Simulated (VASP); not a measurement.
The system is OSiH2, in a box.

```
CELL_PARAMETERS angstrom
10.00000 0.00000 0.00000
0.00000 12.00000 0.00000
0.00000 0.00000 12.00000
ATOMIC_POSITIONS crystal
O 0.46514 0.55385 0.61108
Si 0.49279 0.52020 0.49152
H 0.53746 0.40722 0.45727
H 0.47846 0.59628 0.39459
```

Base run:

| Item | Value |
| --- | --- |
| Program | VASP 6.6.1 |
| Functional | PBE |
| Dispersion | TS |
| Potentials or basis | VASP PAW PBE potentials, release 64 (O, Si, H) |
| Cutoff | 520 eV |
| k mesh | 1 × 1 × 1 |
| Occupations | gaussian, width 0.01 eV |
| Spin | no spin polarisation |

Its results: gap between the frontier levels 3.62 eV; largest force 1.086 eV/Å.

Question: The run is repeated on the same cell with these changes: functional from PBE to r2SCAN; dispersion from TS to D4. What comes out?

Answer: Gap between the frontier levels 4.15 eV; largest force 0.344 eV/Å.

Several settings changed at once, so the effect can't be laid on one alone.

Caveats: the PAW data sets were made with another functional, which shifts forces and pressure a little (some runs).

A k mesh can miss the band edges.

Not every run made on this cell is shown here.
